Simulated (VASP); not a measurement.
Write the native input for VASP 6.6.1 that does the following.

```yaml
Task: relaxation of cell and atoms
Functional: PBE
Potentials_or_basis: VASP PAW PBE potentials, release 64 (Ga_d, Sn_d, O)
Cutoff: 520 eV
k_mesh: 4 × 4 × 4
Occupations: gaussian, width 0.15 eV
Spin: no spin polarisation
Further_INCAR_settings: PREC = Normal; ALGO = Fast; EDIFF = 0.0001; IBRION = 2; EDIFFG = -0.08; NSW = 24; ISIF = 3
```

The structure of Ga2SnO lies in POSCAR:

```
Ga2SnO
1.0
   -2.6887124600      2.6887124600      2.8433997000
    2.6887124600     -2.6887124600      2.8433997000
    2.6887124600      2.6887124600     -2.8433997000
Ga Sn O
2 1 1
Direct
    0.5000000000      0.0000000000      0.5000000000
    0.0000000000      0.5000000000      0.5000000000
    0.0000000000      0.0000000000      0.0000000000
    0.5000000000      0.5000000000      0.0000000000
```

The cell was built by a generator and needn't be a form met in nature.

One way to write it, as run:

INCAR

```
SYSTEM = Ga2SnO
PREC = Normal ; ENCUT = 520
EDIFF = 1E-4 ; ISMEAR = 0
SIGMA = 0.15 ; LREAL = .False.
LASPH = .True. ; NELM = 60
ALGO = Fast ; ISIF = 3
LWAVE = .False. ; LCHARG = .False.
GGA = PE ; IBRION = 2
NSW = 24 ; EDIFFG = -0.08
```

KPOINTS

```
Automatic mesh
0
Gamma
  4 4 4
  0 0 0
```

Potentials or basis: VASP PAW PBE potentials, release 64 (Ga_d, Sn_d, O).

Command:

```sh
$ cat potpaw_PBE.64/Ga_d/POTCAR potpaw_PBE.64/Sn_d/POTCAR potpaw_PBE.64/O/POTCAR > POTCAR
$ mpirun -np 1 vasp_std > vasp.out
```

It gave:

```
Relaxed volume                         : 18.04 Å³/atom
Relaxed cell                           : a = 4.552 Å, b = 4.552 Å, c = 4.552 Å, α = 107.01°, β = 107.01°, γ = 114.51°
Space group after relaxing (to 0.05 Å) : I4/mmm (No. 139)
Energy gained by relaxing              : 162.8 meV/atom
Ionic steps                            : 10
Pressure after relaxing                : 0.0 GPa
Band gap on the k mesh                 : none (metal or under the smearing width)
```

Caveat: the k mesh is coarse (spacing up to 0.41 Å⁻¹), so the values aren't converged.

It took 58 s on 1 thread of Intel(R) Xeon(R) 6975P-C (Granite Rapids), with other jobs on the host, peak memory 0.18 GiB.
